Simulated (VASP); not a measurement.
Input:

```xyz
2
Lattice="0.0000 2.7591 2.7591 2.7591 0.0000 2.7591 2.7591 2.7591 0.0000" Properties=species:S:1:pos:R:3 pbc="T T T"
Zn     0.0000     0.0000     0.0000
S      1.3795     1.3795     1.3796
```

Computed with PBE GGA, VASP's PBE PAW potentials (set 64) (plane waves; VASP). Settings: 400 eV cut-off, 2×2×2 Γ-centred mesh, Gaussian smearing of 0.050 eV, potentials Zn S.

Task: Give the stress tensor in GPa (positive for a compressed cell).

Result: 
```
2.31  0.00  0.00
0.00  2.31  0.00
0.00  0.00  2.31
```
The pressure is its mean diagonal, 2.31 GPa.

The compound is ZnS in the zinc blende structure. The cell was not relaxed at this level. The k-mesh is coarse (spacing up to 0.99 per Å, 2π included), so the numbers may not be converged in it. The run is one of a series of settings (KPOINTS 2×2×2 Γ-centred mesh against the base run), some of them coarse on purpose.
